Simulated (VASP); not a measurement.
Output of a VASP run:

**OSZICAR**
```
       N       E                     dE             d eps       ncg     rms          rms(c)
DAV:   1     0.887922280840E+02    0.88792E+02   -0.72680E+03   832   0.114E+03
DAV:   2    -0.433162315799E+01   -0.93124E+02   -0.89672E+02  1131   0.177E+02
DAV:   3    -0.105725836423E+02   -0.62410E+01   -0.62036E+01   957   0.532E+01
DAV:   4    -0.106363937927E+02   -0.63810E-01   -0.63742E-01  1027   0.639E+00
DAV:   5    -0.106369543103E+02   -0.56052E-03   -0.56050E-03   977   0.595E-01    0.643E+00
DAV:   6    -0.105717673526E+02    0.65187E-01   -0.42177E-02   972   0.150E+00    0.396E+00
DAV:   7    -0.105502814086E+02    0.21486E-01   -0.81170E-02   872   0.205E+00    0.199E-01
DAV:   8    -0.105495873774E+02    0.69403E-03   -0.10736E-02   872   0.736E-01    0.105E-01
DAV:   9    -0.105497107142E+02   -0.12334E-03   -0.33133E-04  1072   0.143E-01    0.301E-02
DAV:  10    -0.105497360145E+02   -0.25300E-04   -0.59635E-05   942   0.597E-02    0.966E-03
DAV:  11    -0.105497391104E+02   -0.30959E-05   -0.11952E-05   972   0.230E-02    0.419E-03
DAV:  12    -0.105497386480E+02    0.46245E-06   -0.25702E-06   937   0.114E-02    0.310E-03
DAV:  13    -0.105497385737E+02    0.74291E-07   -0.42396E-07  1002   0.403E-03
   1 F= -.10549739E+02 E0= -.10549739E+02  d E =0.000000E+00
```

OUTCAR:
```
------------------------ aborting loop because EDIFF is reached ----------------------------------------
  FORCE on cell =-STRESS in cart. coord.  units (eV):
  Direction    XX          YY          ZZ          XY          YZ          ZX
  --------------------------------------------------------------------------------------
  Total       -0.0142491     -0.0142491     -0.0696877      0.0000000      0.0000000      0.0000000
  in kB       -0.2669587     -0.2669587     -1.3056075      0.0000000      0.0000000      0.0000000
  external PRESSURE =      -0.6131750 kB  Pullay stress =       0.0000000 kB
  volume of cell :       85.52
      direct lattice vectors                 reciprocal lattice vectors
     2.203264810 -3.816166579  0.000000000     0.226935953 -0.131021534  0.000000000
     2.203264810  3.816166579  0.000000000     0.226935953  0.131021534  0.000000000
     0.000000000  0.000000000  5.085454893     0.000000000  0.000000000  0.196639243
 POSITION                                       TOTAL-FORCE (eV/Angst)
 -----------------------------------------------------------------------------------
      0.49768      0.86201      3.39030        -0.005384     -0.009326     -0.000000
      3.41116      0.00000      0.00000         0.010769     -0.000000      0.000000
      0.49768     -0.86201      1.69515        -0.005384      0.009326      0.000000
 -----------------------------------------------------------------------------------
    total drift:                               -0.000200     -0.000445      0.000008
  FREE ENERGIE OF THE ION-ELECTRON SYSTEM (eV)
  ---------------------------------------------------
  free  energy   TOTEN  =       -10.5497385737 eV

  energy  without entropy=      -10.5497385737  energy(sigma->0) =      -10.54973857

 total charge

# of ion       s       p       d       tot
------------------------------------------
    1        1.515   2.157   0.050   3.722
    2        1.515   2.157   0.050   3.722
    3        1.515   2.157   0.050   3.722
--------------------------------------------------
tot          4.545   6.470   0.151  11.166

 Electric field gradients after diagonalization (V/A^2)
 (convention: |V_zz| > |V_xx| > |V_yy|)
----------------------------------------------------------------------
 ion       V_xx      V_yy      V_zz     asymmetry (V_yy - V_xx)/ V_zz
----------------------------------------------------------------------
   1     337.546   173.169  -510.715       0.322
   2     337.545   173.169  -510.715       0.322
   3     337.546   173.169  -510.715       0.322
```
(Selected blocks of OUTCAR.)

File POSCAR:
```
Se
1
    2.2032648102    -3.8161665789    -0.0000000000
    2.2032648102     3.8161665789     0.0000000000
    0.0000000000    -0.0000000000     5.0854548930
Se
3
Direct
  1.0000000000   0.2258850270   0.6666670000
  0.7741149730   0.7741149730   0.0000000000
  0.2258850270   1.0000000000   0.3333330000
```

Problem. Reconstruct the remaining input files.

Solution. One answer among several that fit: the input of the run itself, PW91 GGA, plane waves, VASP's PBE PAW potentials (set 64).

**INCAR**
```
# general
SYSTEM   =  Se
PREC     =  Accurate
ENCUT    =  520
LREAL    =  .FALSE.   # projection in real space or not
LASPH    =  .TRUE.

# electronic loop
EDIFF    =  1E-7   # SCF stop (eV)
NELM     =  100   # most electronic steps
ALGO     =  Normal   # blocked Davidson
LMAXMIX  =  4

# smearing
ISMEAR   =  -5   # tetrahedra, Bloechl

# functional
GGA      =  91   # PW91

# ions
ISIF     =  2   # forces and stress, cell fixed

# output
LWAVE    =  .FALSE.
LCHARG   =  .TRUE.
LORBIT   =  11
NEDOS    =  601   # DOS grid

# other
LEFG     =  .TRUE.
```

**KPOINTS**
```
Automatic
0
gamma
  7 7 5
0 0 0
```

POTCAR, in this order: Se (PBE.64 set). Program: vasp_std.

Without a dispersion term in the relaxation, distances and binding between the weakly bound layers, chains or molecules are unreliable, and so is what depends on them.

The compound is Se in the trig structure. It was relaxed first.
